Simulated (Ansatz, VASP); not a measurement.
## Cross-check of CaCdTeS between VASP and Ansatz

Wanted: the spread between two codes on one cell, functional and k mesh. The cell is invented: As first built, before any earlier steps moved the atoms (in the runner's words): it takes the Cd2SeS structure with some of its atoms replaced by other elements, volume scaled by an estimate. It may not be a known or stable phase. The cell is taken from a series of VASP runs on this material, whose earlier steps may have relaxed, scaled or displaced it; both programs get it as it stands. Valence electrons are named where the data sets of a main pair hold unlike numbers.

Method: plane waves, with VASP 6.6.1 beside it; single point at PBEsol and band structure at PBEsol, in Ansatz 0.2.0.

### 1. The starting structure

It takes space group Cm (No. 8, monoclinic). The conventional cell has a = 8.065 Å, b = 4.660 Å, c = 6.591 Å, α = 90.00°, β = 90.08°, γ = 90.00°. Te has 3 Cd at 2.82 Å and 2 Ca at 3.21 to 3.38 Å nearest. Cd has 1 S at 2.54 Å and 3 Te at 2.82 Å nearest. Nearest to Ca lie 3 S at 2.69 Å and 2 Te at 3.21 to 3.38 Å. Nearest to S lie 1 Cd at 2.54 Å and 3 Ca at 2.69 Å. As first built, before any earlier steps moved the atoms (in the runner's words): sites of the Cd2SeS structure (space group 156) filled with other elements, volume scaled by an estimate. Farther neighbours and most contacts between anions are not listed.

Structure file:

```cif
data_structure
_symmetry_space_group_name_H-M 'Cm'
_symmetry_Int_Tables_number 8
_cell_length_a 8.0646
_cell_length_b 4.6605
_cell_length_c 6.5915
_cell_angle_alpha 90.000
_cell_angle_beta 90.079
_cell_angle_gamma 90.000
_cell_volume 247.74
loop_
_atom_site_label
_atom_site_type_symbol
_atom_site_symmetry_multiplicity
_atom_site_Wyckoff_symbol
_atom_site_fract_x
_atom_site_fract_y
_atom_site_fract_z
_atom_site_occupancy
Te1 Te 2 a 0.33142 0.00000 0.60287 1
Cd1 Cd 2 a 0.99784 0.00000 0.47255 1
Ca1 Ca 2 a 0.33066 0.00000 0.08937 1
S1 S 2 a 0.99719 0.00000 0.08752 1
```

### 2. Ansatz: single point, PBEsol

Ansatz runs on its default PAW (the set named soft_2) files.

A single point gives forces, pressure and levels at one fixed geometry, so differences don't come from the geometry; what else differs is listed under the comparison.

File input.yaml:

```yaml
crystal:
  lattice:
    - [4.03229347, -2.33024707, 0.0]
    - [4.03229347, 2.33024707, 0.0]
    - [-0.00910793, 0.0, 6.59148404]
  atoms:
    - { symbol: Te, position: [0.33142295, 0.33142295, 0.602867642] }
    - { symbol: Cd, position: [0.997838675, 0.997838675, 0.472547017] }
    - { symbol: Ca, position: [0.330657779, 0.330657779, 0.089366744] }
    - { symbol: S, position: [0.99718975, 0.99718975, 0.087516596] }
hamiltonian:
  xc: pbesol
  pseudopotentials: { kind: paw }
kpoints:
  mp_grid: { grid: [6, 6, 4] }
scf:
  occupations: { method: gaussian, width: 0.05 }
  n_extra_bands: 5
output:
  forces: true
  stress: true
  eigenvalues: true
```

On the command line:

```console
> ansatz run input.yaml --threads 2 --pin off --max-ram 4608MiB --backend cpu --events-out ev --progress --plain --runs-dir out
```

Numbers of over 12 decimals in the logs are rounded to 6 here.

Output:

```text
scf.n_extra_bands = 5 over 26 filled bands (N_el = 52.0): the run solves 31 bands
Engine: ansatz 0.2.0, aarch64-unknown-linux-gnu
Pseudopotentials: kind: paw
Pseudopotential: Te, paw, valence charge 16, recommended cutoff 420 eV (normal), Te.paw.azcp
Pseudopotential: Cd, paw, valence charge 20, recommended cutoff 420 eV (normal), Cd.paw.azcp
Pseudopotential: Ca, paw, valence charge 10, recommended cutoff 420 eV (normal), Ca.paw.azcp
Pseudopotential: S, paw, valence charge 6, recommended cutoff 420 eV (normal), S.paw.azcp
Functional definition: PBEsol
  exchange = pbesol_x
  correlation = pbesol_c
Crystal: 4 atoms, lattice volume = 123.870 Å³
Basis set: ecut = 420 eV, 2451 PW (Γ), exchange–correlation on 64×64×90 points (8 copies of the dense FFT grid, shifted against one another)
Bands: 31, of which v1, the nominal top of the filled ones, is band 26 counted from 1 (25 counted from 0)
Symmetry: 2 space group operations
Space group: Cm (ITA 8), of the structure as read, at distance tolerance 5.0e-5 Å
k-points: 47 of 144 (time reversal used)
Non-local potential: Te, projectors of the file, l = 0: 2, l = 1: 2, l = 2: 2, l = 3: 2
Non-local potential: Cd, projectors of the file, l = 0: 3, l = 1: 2, l = 2: 2, l = 3: 1
Non-local potential: Ca, projectors of the file, l = 0: 3, l = 1: 2, l = 2: 2
Non-local potential: S, projectors of the file, l = 0: 2, l = 1: 2, l = 2: 2
PAW form: soft (Blöchl's): semilocal exchange-correlation on the pseudo side does not see the compensation charge
PAW frozen core: Te, regenerated for the run's functional, and the local potential with it (the file was generated under x = pbe(κ = 0.804, μ = 0.219515), c = pbe(β = 0.066725))
PAW frozen core: Cd, regenerated for the run's functional, and the local potential with it (the file was generated under x = pbe(κ = 0.804, μ = 0.219515), c = pbe(β = 0.066725))
PAW frozen core: Ca, regenerated for the run's functional, and the local potential with it (the file was generated under x = pbe(κ = 0.804, μ = 0.219515), c = pbe(β = 0.066725))
PAW frozen core: S, regenerated for the run's functional, and the local potential with it (the file was generated under x = pbe(κ = 0.804, μ = 0.219515), c = pbe(β = 0.066725))
PAW one-centre angular grid: Te, 590 points (default); XC on 64 Gauss nodes
PAW one-centre angular grid: Cd, 590 points (default); XC on 64 Gauss nodes
PAW one-centre angular grid: Ca, 110 points (default); XC on 64 Gauss nodes
PAW one-centre angular grid: S, 110 points (default); XC on 64 Gauss nodes
Initial density: superposition of atomic densities (neutral atoms: chi_scale 0, normalization atom), corrected by the library's trained network
Initial wavefunctions: pseudopotential atomic-orbital guess
Functional: x = pbesol(κ = 0.804, μ = 0.123457), c = pbesol(β = 0.046)
SCF iter   1: F=—  HF=-17768.758046 eV  |F-HF|=—  |Δ(HF+E_count)|=         —  Δρ=3.43e-3  dr2=2.28e-2  ethr=1.77e-3  ⟨swp⟩=8.4  Hψ=7150  notcnv=0
preconditioner: auto → Resta (q_TF=auto, 2.361 Å⁻¹)  ε∞=4.2  [insulator: Δε(μ)=1.317 eV  Ē_g=9.484 eV  σ=0.050 eV  W_gap=1.00  n_scr=22 (ndim 8)  ℏωp=17.0 eV  f_vac=0.137  D(μ)=0.00/eV (n_scr^D=0)  ε∞_Penn≈4.2]
SCF iter   2: F=—  HF=-17768.752615 eV  |F-HF|=—  |Δ(HF+E_count)|=   5.43e-3  Δρ=1.53e-3  dr2=5.55e-3  ethr=4.39e-5  ⟨swp⟩=2.0  Hψ=2494  notcnv=0  defer=34
SCF iter   3: F=—  HF=-17768.751684 eV  |F-HF|=—  |Δ(HF+E_count)|=   9.31e-4  Δρ=3.83e-4  dr2=3.50e-4  ethr=1.07e-5  ⟨swp⟩=2.0  Hψ=2004  notcnv=0  defer=34
SCF iter   4: F=—  HF=-17768.751816 eV  |F-HF|=—  |Δ(HF+E_count)|=   1.31e-4  Δρ=1.85e-4  dr2=8.06e-5  ethr=6.73e-7  ⟨swp⟩=2.0  Hψ=2115  notcnv=0  defer=34
SCF iter   5: F=—  HF=-17768.751870 eV  |F-HF|=—  |Δ(HF+E_count)|=   5.45e-5  Δρ=6.77e-5  dr2=1.04e-5  ethr=1.55e-7  ⟨swp⟩=2.0  Hψ=2024  notcnv=0  defer=34
SCF iter   6: F=—  HF=-17768.751883 eV  |F-HF|=—  |Δ(HF+E_count)|=   1.28e-5  Δρ=2.35e-5  dr2=9.07e-7  ethr=2.01e-8  ⟨swp⟩=2.0  Hψ=2042  notcnv=0  defer=34
SCF iter   7: F=—  HF=-17768.751884 eV  |F-HF|=—  |Δ(HF+E_count)|=   1.30e-6  Δρ=9.63e-6  dr2=1.48e-7  ethr=1.74e-9  ⟨swp⟩=2.0  Hψ=2253  notcnv=0  defer=34
SCF iter   8: F=-17768.751884 eV  HF=-17768.751884 eV  |F-HF|=1.06e-8  |Δ(HF+E_count)|=   8.11e-8  Δρ=2.16e-6  dr2=7.02e-9  ethr=1.92e-10  ⟨swp⟩=10.2  Hψ=6469  notcnv=0
SCF 1 converged in 8 iterations: F = -17768.751884 eV  dr2 = 7.02e-9
  greatest PAW one-centre occupation: 1.000 electrons in one spin orbital (limit 2), on the Cd atom at site 1 (counted from 0), in its partial waves of l = 0
SCF converged after 8 iterations
Free energy (F): -17768.751884 eV
Harris-Foulkes:  -17768.751884 eV  (|F-HF|=1.06e-8)
Internal energy: -17768.751884 eV  (E = F + TS)
E sigma→0 (E₀):  -17768.751884 eV
Fermi energy:    6.622910 eV
--- Per-component energies (eV) ---
  E_band       = -974.864267
  E_kinetic    = 1071.320454
  E_local      = -7108.669218  (includes V_loc(G=0)·N_el)
  E_nonlocal   = -177.931141
  E_hartree    = 3407.245673
  E_xc         = -531.405166
  E_vxc        = -583.725578  (∫ρ·V_xc dr)
  E_paw        = -10019.944895  (= ΣΔE_a)
  E_vpaw       = -990.350169  (= ΣTr[D̂ρ^β])
  E_aug_tail   = -0.000168  (compensation charges beyond the density's cutoff)
  E_ewald      = -4410.264942
  E_core_change = 0.897519  (= ΣΔE_core)
  E_smearing   = -0.000000  (= −TS)
  E_closure    = 0.000000  (closes the sum)
  Σ components = -17768.751884   (vs F -17768.751884, Δ=0.00e0)
--- Forces (eV/Å), atoms counted from 1 ---
  atom   1  Te    -0.00031049     0.00000000    -0.02501445
  atom   2  Cd    -0.00121473    -0.00000000    -0.01687790
  atom   3  Ca     0.00126723     0.00000000    -0.00142938
  atom   4  S      0.00025769    -0.00000000     0.04331736
  max |Σ_I F_I| component: 4.37e-6 eV/Å
--- Stress (GPa, compression-positive) ---
       -0.025492       0.000000       0.005516
        0.000000      -0.040566      -0.000000
        0.005516      -0.000000      -0.071759
  P = ⅓ Tr σ = -0.0459 GPa (-0.459 kbar)
--- Band table (eV; the first three rows and the last of 47) ---
  k-point 0: bands = [... 22 lower, 4.1182, 5.7957, 5.7972, 5.9479, 7.2979, 9.0277, 10.0911, 10.0964, ... 1 higher]
  k-point 1: bands = [... 22 lower, 4.1504, 5.1427, 5.7240, 5.7272, 7.7546, 9.6554, 10.3339, 10.3364, ... 1 higher]
  k-point 2: bands = [... 22 lower, 4.1846, 4.4612, 5.6520, 5.6569, 8.1232, 9.9110, 10.6642, 10.6691, ... 1 higher]
  k-point 46: bands = [... 22 lower, 4.3730, 4.5851, 4.8126, 4.9600, 8.5450, 9.0493, 10.4010, 10.5103, ... 1 higher]
```

Elapsed: 16 s, on 2 threads of Arm Neoverse N1, shared host; peak memory 0.45 GiB.

In the SCF lines HF is the Harris–Foulkes energy and dr2 the Hartree energy of the density residual, in eV; the loop may stop once dr2 is under the threshold and the program's other checks hold. Hψ counts applications of the Hamiltonian.

The run ends at a pressure of -0.05 GPa, with forces up to 0.043 eV/Å.

### 3. VASP: single point, PBEsol

The same cell, functional, mesh and smearing now go to VASP, with its own data sets.

Lines of VASP's logs that name or quote its potential files are left out, and so is its time.

File INCAR:

```
SYSTEM = CaCdTeS
PREC = Accurate
ENCUT = 400
EDIFF = 1E-06
NELM = 100
ISMEAR = 0
SIGMA = 0.05
LREAL = .FALSE.
ALGO = Normal
GGA = PS
NBANDS = 23
LORBIT = 11
LWAVE = .FALSE.
LCHARG = .TRUE.
ISIF = 2
LELF = .TRUE.
LVHAR = .TRUE.
```

File POSCAR:

```
CaCdTeS
1.0
    4.0322934700     -2.3302470700      0.0000000000
    4.0322934700      2.3302470700      0.0000000000
   -0.0091079300      0.0000000000      6.5914840400
Te Cd Ca S
1 1 1 1
Direct
    0.3314229500      0.3314229500      0.6028676420
    0.9978386750      0.9978386750      0.4725470170
    0.3306577790      0.3306577790      0.0893667440
    0.9971897500      0.9971897500      0.0875165960
```

File KPOINTS:

```
Automatic mesh
0
Gamma
6 6 4
0 0 0
```

PAW data sets: Te, Cd, Ca_sv and S (PBE family, release 64).

On the command line:

```console
> mpirun -np 2 vasp_std
```

Output:

```text
[banner, memory and clock lines left out]
running    2 mpi-ranks, on    1 nodes
 distrk:  each k-point on    2 cores,    1 groups
 distr:  one band on    1 cores,    2 groups

 POSCAR found type information on POSCAR TeCdCaS
 POSCAR found :  4 types and       4 ions
|                                                                             |
|               ----> ADVICE to this user running VASP <----                  |
|                                                                             |
|     You enforced a specific xc type in the INCAR file but a different       |
|     [... a line on the potential file left out ...]
|     I HOPE YOU KNOW WHAT YOU ARE DOING!                                     |
|                                                                             |

 LDA part: xc-table for (Slater+PW92), standard interpolation
|                                                                             |
|           W    W    AA    RRRRR   N    N  II  N    N   GGGG   !!!           |
|           W    W   A  A   R    R  NN   N  II  NN   N  G    G  !!!           |
|           W    W  A    A  R    R  N N  N  II  N N  N  G       !!!           |
|           W WW W  AAAAAA  RRRRR   N  N N  II  N  N N  G  GGG   !            |
|           WW  WW  A    A  R   R   N   NN  II  N   NN  G    G                |
|           W    W  A    A  R    R  N    N  II  N    N   GGGG   !!!           |
|                                                                             |
|     The number of bands has been changed from the values supplied in        |
|     The orbitals not found in the WAVECAR file will be initialized with     |
|     random numbers, which is usually adequate. For correlated               |
|     calculations, however, you should redo the groundstate calculation.     |
|     I found NBANDS = 23. Now, NBANDS = 24.                                  |
|                                                                             |

 POSCAR, INCAR and KPOINTS ok, starting setup
 FFT: planning ... GRIDC
 FFT: planning ... GRID_SOFT
 FFT: planning ... GRID
 WAVECAR not read
 entering main loop
       N       E                     dE             d eps       ncg     rms          rms(c)
DAV:   1     0.206201043404E+03    0.20620E+03   -0.13471E+04  2256   0.102E+03
DAV:   2    -0.404797637098E+01   -0.21025E+03   -0.20339E+03  2680   0.291E+02
DAV:   3    -0.163304522733E+02   -0.12282E+02   -0.12216E+02  3736   0.644E+01
DAV:   4    -0.168175946219E+02   -0.48714E+00   -0.48602E+00  3176   0.928E+00
DAV:   5    -0.168316023940E+02   -0.14008E-01   -0.14007E-01  3376   0.131E+00    0.755E+00
DAV:   6    -0.158487977915E+02    0.98280E+00   -0.19697E+00  3320   0.122E+01    0.605E+00
DAV:   7    -0.157585493681E+02    0.90248E-01   -0.85000E-01  3000   0.483E+00    0.317E+00
DAV:   8    -0.157553428479E+02    0.32065E-02   -0.14146E-01  2952   0.305E+00    0.599E-01
DAV:   9    -0.157535298254E+02    0.18130E-02   -0.19665E-02  2864   0.137E+00    0.232E-01
DAV:  10    -0.157543097089E+02   -0.77988E-03   -0.30360E-03  2952   0.368E-01    0.151E-01
DAV:  11    -0.157546898441E+02   -0.38014E-03   -0.74547E-04  2816   0.151E-01    0.554E-02
DAV:  12    -0.157546999954E+02   -0.10151E-04   -0.16255E-04  2928   0.913E-02    0.199E-02
DAV:  13    -0.157547230612E+02   -0.23066E-04   -0.43563E-05  2480   0.296E-02    0.900E-03
DAV:  14    -0.157547235451E+02   -0.48393E-06   -0.15888E-06  2432   0.105E-02
   1 F= -.15754724E+02 E0= -.15754724E+02  d E =-.254291E-22
```

Parts of OUTCAR (step 3):

```text
ion  position               nearest neighbor table
   1  0.331  0.331  0.603-   2 2.82   2 2.82   2 2.82   3 3.21   3 3.38
   2  0.998  0.998  0.473-   4 2.54   1 2.82   1 2.82   1 2.82
   3  0.331  0.331  0.089-   4 2.69   4 2.69   4 2.69   1 3.21   1 3.38
   4  0.997  0.997  0.088-   2 2.54   3 2.69   3 2.69   3 2.69

  LATTYP: Found a base centered monoclinic cell.
 ALAT       =     8.0645869400
 B/A-ratio  =     0.5778961991
 C/A-ratio  =     0.8173376246
 COS(beta)  =    -0.0013817710

 Subroutine GETGRP returns: Found  2 space group operations
 (whereof  2 operations were pure point group operations)

The static configuration has the point symmetry C_1h.

 Found     47 irreducible k-points:

   k-points           NKPTS =     47   k-points in BZ     NKDIM =     47   number of bands    NBANDS=     24

   dimension x,y,z NGX =    30 NGY =   30 NGZ =   48
   dimension x,y,z NGXF=    60 NGYF=   60 NGZF=   96

   ENCUT  =  400.0 eV  29.40 Ry    5.42 a.u.   7.59  7.59 10.75*2*pi/ulx,y,z

   NELECT =      34.0000    total number of electrons

 k-points in reciprocal lattice and weights: Automatic mesh
   0.00000000  0.00000000  0.00000000       0.007
   0.16666667 -0.00000000  0.00000000       0.028
   0.33333333 -0.00000000  0.00000000       0.028
   0.50000000 -0.00000000  0.00000000       0.014
   0.16666667  0.16666667  0.00000000       0.014
   0.33333333  0.16666667  0.00000000       0.028
   0.50000000  0.16666667  0.00000000       0.028
  -0.33333333  0.16666667 -0.00000000       0.028
  -0.16666667  0.16666667  0.00000000       0.014
[...]
-0.33333333  0.33333333  0.50000000       0.014
   0.50000000  0.50000000  0.50000000       0.007

 average (electrostatic) potential at core
       1 -91.1493       2 -38.9543       3 -46.6076       4 -88.1107

 E-fermi :   2.2657

 k-point     1 :       0.0000    0.0000    0.0000
  band No.  band energies     occupation
    ...
     13       0.0993      2.00000
     14       0.1022      2.00000
     15       1.7766      2.00000
     16       1.7781      2.00000
     17       1.9360      2.00000
     18       3.2741      0.00000
     19       5.0102      0.00000
     20       6.0740      0.00000
     21       6.0794      0.00000
     22       6.3599      0.00000
    ...

 k-point     2 :       0.1667   -0.0000    0.0000
  band No.  band energies     occupation
    ...
     13      -0.1342      2.00000
     14       0.1302      2.00000
     15       0.6268      2.00000
     16       1.5659      2.00000
     17       1.7065      2.00000
     18       4.3834      0.00000
     19       5.3455      0.00000
     20       5.9507      0.00000
     21       6.0694      0.00000
     22       6.5493      0.00000
    ...

 k-point     3 :       0.3333   -0.0000    0.0000
  band No.  band energies     occupation
    ...
     13      -0.5911      2.00000
     14      -0.0807      2.00000
     15       0.1293      2.00000
     16       1.1714      2.00000
     17       1.2925      2.00000
     18       4.7323      0.00000
     19       5.7270      0.00000
     20       5.7315      0.00000
     21       5.9922      0.00000
     22       6.3103      0.00000
    ...

  Total       -0.0098199     -0.0220687     -0.0324664      0.0000000      0.0000000      0.0046385
  in kB       -0.1270132     -0.2854434     -0.4199301      0.0000000      0.0000000      0.0599958
  external PRESSURE =      -0.2774622 kB  Pullay stress =       0.0000000 kB

  energy-cutoff  :      400.00
  volume of cell :      123.87
      direct lattice vectors                 reciprocal lattice vectors
     4.032293470 -2.330247070  0.000000000     0.123998911 -0.214569522  0.000171338
     4.032293470  2.330247070  0.000000000     0.123998911  0.214569522  0.000171338
    -0.009107930  0.000000000  6.591484040     0.000000000  0.000000000  0.151710904

 POSITION                                       TOTAL-FORCE (eV/Angst)
 -----------------------------------------------------------------------------------
      2.66730      0.00000      3.97379         0.000155      0.000000     -0.004727
      8.04285      0.00000      3.11479        -0.001963      0.000000     -0.002121
      2.66580      0.00000      0.58906         0.001388      0.000000     -0.000611
      8.04113      0.00000      0.57686         0.000420      0.000000      0.007459
 -----------------------------------------------------------------------------------
    total drift:                               -0.001115      0.000000      0.000295

  FREE ENERGIE OF THE ION-ELECTRON SYSTEM (eV)
  ---------------------------------------------------
  free  energy   TOTEN  =       -15.7547235451 eV

  energy  without entropy=      -15.7547235451  energy(sigma->0) =      -15.75472355

 total charge
# of ion       s       p       d       tot
------------------------------------------
    1        1.351   2.065   0.017   3.433
    2        0.460   0.328   9.530  10.317
    3        2.039   5.850   0.255   8.144
    4        1.321   2.428   0.000   3.748
--------------------------------------------------
tot          5.171  10.670   9.802  25.642

[... 3 further parts left out ...]
```

The gap is read on the k-mesh alone, so it is an upper bound where the band edges lie off the mesh.

### 4. Side by side

Known differences besides the potentials themselves: the data sets hold 52 valence electrons in Ansatz (on its default PAW (the set named soft_2) files) and 34 in VASP; the cutoff is 420 eV in Ansatz and 400 eV in VASP; Ansatz makes its cores anew for this functional, VASP keeps those of its PBE data sets; VASP leaves aspherical gradient terms in its spheres out (LASPH is not set), Ansatz keeps them. Total energies have different zeros and are not compared.

Compared:

| quantity | Ansatz | VASP | difference |
| --- | --- | --- | --- |
| pressure (GPa) | -0.05 | -0.03 | -0.02 |
| gap on the k mesh (eV) | 1.350 | 1.338 | +0.012 |

At this near-relaxed geometry the largest component of a force difference is 36 meV/Å. A gap on the mesh is an upper bound, since the band edges may lie between its points. Ansatz's pressure holds a Pulay correction of 0.02 GPa; VASP's holds none.

### 5. Other set-ups

Further runs change the set-up of one program: Ansatz's method, potentials or start, or VASP's data sets, cutoff or form of LDA. The table gives Ansatz less VASP for each quantity, since a change that brings one quantity closer may part another.

| run | r.m.s. force difference (meV/Å) | pressure (GPa) | gap on the k mesh (eV) |
| --- | --- | --- | --- |
| as above | 13 | -0.018 | 0.012 |
| cores kept as stored | 12 | -0.0066 | 0.013 |
| Ansatz's larger PAW set (cutoff 620 eV) | 12 | -0.013 | 0.012 |

[end of part 1 of 2]

[Lines on the potential files, build, host, timing and source positions are cut from VASP's logs without a mark.]

[Logs are printed without paths, hosts, clocks, repeated set-up lines and the standing remarks that a program may print on its own settings, such as how far it seeks lower states.]

[Hosts, paths, dates, database ids (printed as entryN), source tags and the programs' standing remarks are cut or masked in the printed files.]
